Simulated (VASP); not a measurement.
A run of VASP 6.6.1 is set up as follows.

INCAR

```
PREC = Accurate
ENCUT = 520
EDIFF = 1E-7
ISMEAR = 0
SIGMA = 0.1
LREAL = Auto
LASPH = T
NELM = 100
ALGO = Fast
ISIF = 2
LWAVE = F
LCHARG = F
LDIPOL = T
IDIPOL = 3
DIPOL = 0.5 0.5 0.309
GGA = PE
NBANDS = 114
```

KPOINTS

```
Automatic mesh
0
Gamma
  5 5 1
```

The input POSCAR:

```
TiC
1.0
    6.1276785486      0.0000000000      0.0000000000
    0.0000000000      6.1276785486      0.0000000000
    0.0000000000      0.0000000000     19.8111521836
Ti C
12 12
Direct
    0.2500000000      0.2500000000      0.2019064799
    0.2500000000      0.7500000000      0.2019064799
    0.7500000000      0.2500000000      0.2019064799
    0.7500000000      0.7500000000      0.2019064799
    0.0000000000      0.0000000000      0.3089759294
    0.0000000000      0.5000000000      0.3089759294
    0.5000000000      0.0000000000      0.3089759294
    0.5000000000      0.5000000000      0.3089759294
    0.2500000000      0.2500000000      0.4140601451
    0.2500000000      0.7500000000      0.4140601451
    0.7500000000      0.2500000000      0.4140601451
    0.7500000000      0.7500000000      0.4140601451
    0.0000000000      0.0000000000      0.2019064799
    0.0000000000      0.5000000000      0.2019064799
    0.5000000000      0.0000000000      0.2019064799
    0.5000000000      0.5000000000      0.2019064799
    0.2500000000      0.2500000000      0.3083897447
    0.2500000000      0.7500000000      0.3083897447
    0.7500000000      0.2500000000      0.3083897447
    0.7500000000      0.7500000000      0.3083897447
    0.0000000000      0.0000000000      0.4195188703
    0.0000000000      0.5000000000      0.4195188703
    0.5000000000      0.0000000000      0.4195188703
    0.5000000000      0.5000000000      0.4195188703
```

Potentials or basis: VASP PAW PBE potentials, release 64 (Ti_sv, C).

The run is started by

```bash
$ cat potpaw_PBE.64/Ti_sv/POTCAR potpaw_PBE.64/C/POTCAR > POTCAR
$ mpirun -np 1 vasp_std > vasp.out
```

Question: What does it give for the largest force?

Answer: 0.939 eV/Å.

Question: What does it give for the band gap on the k mesh?

Answer: None (metal or under the smearing width).

Forces on the atoms (eV/Å):
```
Ti   0.000  0.000  0.939
Ti   0.000  0.000  0.939
Ti   0.000  0.000  0.939
Ti   0.000  0.000  0.939
Ti   0.000  0.000  0.007
Ti   0.000  0.000  0.007
Ti   0.000  0.000  0.007
Ti   0.000  0.000  0.007
Ti   0.000  0.000  0.017
Ti   0.000  0.000  0.017
Ti   0.000  0.000  0.017
Ti   0.000  0.000  0.017
C    0.000  0.000 -0.936
C    0.000  0.000 -0.936
C    0.000  0.000 -0.936
C    0.000  0.000 -0.936
C    0.000  0.000  0.011
C    0.000  0.000  0.011
C    0.000  0.000  0.011
C    0.000  0.000  0.011
C    0.000  0.000 -0.037
C    0.000  0.000 -0.037
C    0.000  0.000 -0.037
C    0.000  0.000 -0.037
```
